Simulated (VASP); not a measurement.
Computed with PBEsol GGA, VASP's PBE PAW potentials (set 64) (plane waves; VASP).

A VASP calculation is set up with these files.

POSCAR:
```
ReSe2
6.93240
  0.2260908827   0.1305335840   0.9653205850
 -0.2260908827   0.1305335840   0.9653205850
  0.0000000000  -0.2610673020   0.9653205881
Re Se
1 2
direct
  0.0000000000   0.0000000000   0.0000000000
  0.2449880000   0.2449880000   0.2449880003
  0.7550120000   0.7550120000   0.7550119997
```

**INCAR**
```
! general
SYSTEM   =  ReSe2
PREC     =  Accurate
ENCUT    =  400   ! plane-wave cut-off (eV)
LREAL    =  .False.   ! projection in real space or not
LASPH    =  .True.

! electronic loop
EDIFF    =  1E-7   ! SCF stop (eV)
NELM     =  100   ! most electronic steps
ALGO     =  Normal   ! blocked Davidson
LMAXMIX  =  6   ! l cut-off of mixed one-centre charges

! smearing
ISMEAR   =  -5   ! tetrahedra, Bloechl

! functional
GGA      =  PS

! ions
ISIF     =  2   ! forces and stress, cell fixed

! output
LWAVE    =  .False.
LCHARG   =  .True.
LORBIT   =  11   ! lm-projected
NEDOS    =  601   ! DOS grid

! other
LEFG     =  .True.
```

File KPOINTS:
```
Automatic mesh
0
Gamma
13 13 13
0 0 0
```

POTCAR, in this order: Re Se (PBE.64 set). Program: vasp_std.

For a metal the tetrahedron method with Blöchl corrections gives inexact stress and forces. Unless said otherwise, spin-orbit coupling is left out, though it shifts the bands of the heavy elements here.

Task: Estimate the energy per atom (σ→0), band gap (on the k-mesh).

Result: 
- energy per atom (σ→0) = -7.094 eV/atom
- band gap (on the k-mesh) = none (metal, semimetal or under 0.01 eV)

OSZICAR:
```
...
DAV:   9    -0.212841927179E+02   -0.16193E-02   -0.50639E-02 10158   0.292E+00    0.268E-01
DAV:  10    -0.212834299707E+02    0.76275E-03   -0.22722E-03 10290   0.111E+00    0.972E-02
DAV:  11    -0.212834213710E+02    0.85997E-05   -0.23435E-04  9884   0.155E-01    0.308E-02
DAV:  12    -0.212834176537E+02    0.37173E-05   -0.28332E-05 10882   0.112E-01    0.118E-02
DAV:  13    -0.212834184834E+02   -0.82967E-06   -0.18592E-06  8446   0.120E-02    0.248E-03
DAV:  14    -0.212834182130E+02    0.27038E-06   -0.13199E-07  4615   0.952E-03    0.138E-03
DAV:  15    -0.212834181975E+02    0.15510E-07   -0.45209E-08  3758   0.507E-03
   1 F= -.21283418E+02 E0= -.21283418E+02  d E =0.000000E+00
```

The structure was generated: ReSe2 was put into the CdCl2 type (R-3m), which need not be its known phase. It was relaxed first, which changed the volume by -27 %. The electron count is odd and the run is not spin-polarised, which forces a metal.
